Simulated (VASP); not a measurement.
Crystal: HfZr2Se4.

```xyz
7
Lattice="4.8584 0.0000 0.0000 -2.4292 4.2075 0.0000 0.0000 0.0000 9.0866" Properties=species:S:1:pos:R:3 pbc="T T T"
Zr    0.0000    2.8050    4.3062
Zr    2.4292    1.4025    4.3062
Hf    0.0000    0.0000    4.9290
Se    0.0000    2.8050    7.0001
Se    2.4292    1.4025    7.0001
Se    0.0000    2.8050    0.8075
Se    2.4292    1.4025    0.8075
```

The cell was built by a generator and needn't be a form met in nature.

- Program: VASP 6.6.1
- Task: relaxation of cell and atoms
- Functional: PBE
- Potentials or basis: VASP PAW PBE potentials, release 64 (Zr_sv, Hf_pv, Se)
- Cutoff: 520 eV
- k mesh: 3 × 3 × 2
- Occupations: gaussian, width 0.15 eV
- Spin: no spin polarisation

At the start: pressure 2.2 GPa; volume 26.54 Å³/atom.

Question: Where does the relaxation end?

Answer: Over 22 steps the energy falls by 641.8 meV/atom and the volume is 28.38 Å³/atom (+7.0 %); space group P6mm (No. 183, to 0.05 Å).

Step by step:
| step | energy change (eV) | largest force (eV/Å) | pressure (GPa) | volume (Å³) |
| --- | --- | --- | --- | --- |
| 1 | 0.0000 | 2.8722 | 2.18 | 185.75 |
| 2 | -1.1844 | 2.7634 | -1.84 | 195.39 |
| 3 | -2.1867 | 1.7104 | -5.38 | 215.14 |
| 4 | -2.7441 | 0.7524 | -2.79 | 206.93 |
| 5 | -2.7795 | 0.5928 | -1.65 | 204.51 |
| 6 | -3.5070 | 0.7958 | -1.03 | 196.64 |
| 7 | -4.0471 | 0.9909 | 0.98 | 186.58 |
| 8 | -2.9365 | 2.3311 | 12.29 | 165.85 |
| 9 | -4.0953 | 1.3222 | 2.37 | 182.98 |
| 10 | -4.3131 | 0.8846 | -0.39 | 188.37 |
| 11 | -4.3159 | 0.9043 | -0.68 | 189.14 |
| 12 | -4.3951 | 0.4115 | -0.02 | 188.49 |
| 13 | -4.4065 | 0.2875 | 0.39 | 188.16 |
| 14 | -4.4246 | 0.2618 | 0.24 | 189.42 |
| 15 | -4.4501 | 0.2024 | -0.33 | 193.23 |
| 16 | -4.4504 | 0.2462 | -0.35 | 193.75 |
| 17 | -4.4596 | 0.2570 | 0.27 | 192.51 |
| 18 | -4.4596 | 0.2592 | 0.48 | 192.19 |
| 19 | -4.4677 | 0.2181 | 0.44 | 193.35 |
| 20 | -4.4822 | 0.1276 | 0.10 | 196.82 |
| 21 | -4.4923 | 0.0820 | 0.09 | 198.50 |
| 22 | -4.4926 | 0.0728 | 0.15 | 198.69 |

Final structure:
```
Zr Hf Se
1.0
     4.94756    0.00000    0.00000
    -2.47378    4.28471    0.00000
     0.00000    0.00000    9.37281
Zr Hf Se
2 1 4
Direct
  0.33333 0.66667 0.43060
  0.66667 0.33333 0.43060
  0.00000 0.00000 0.63404
  0.33333 0.66667 0.71072
  0.66667 0.33333 0.71072
  0.33333 0.66667 0.14604
  0.66667 0.33333 0.14604
```

Caveat: the k mesh is coarse (spacing up to 0.50 Å⁻¹), so the values aren't converged; this functional lacks dispersion, which binds the layers, so the pressure and a relaxed spacing across them are unreliable.
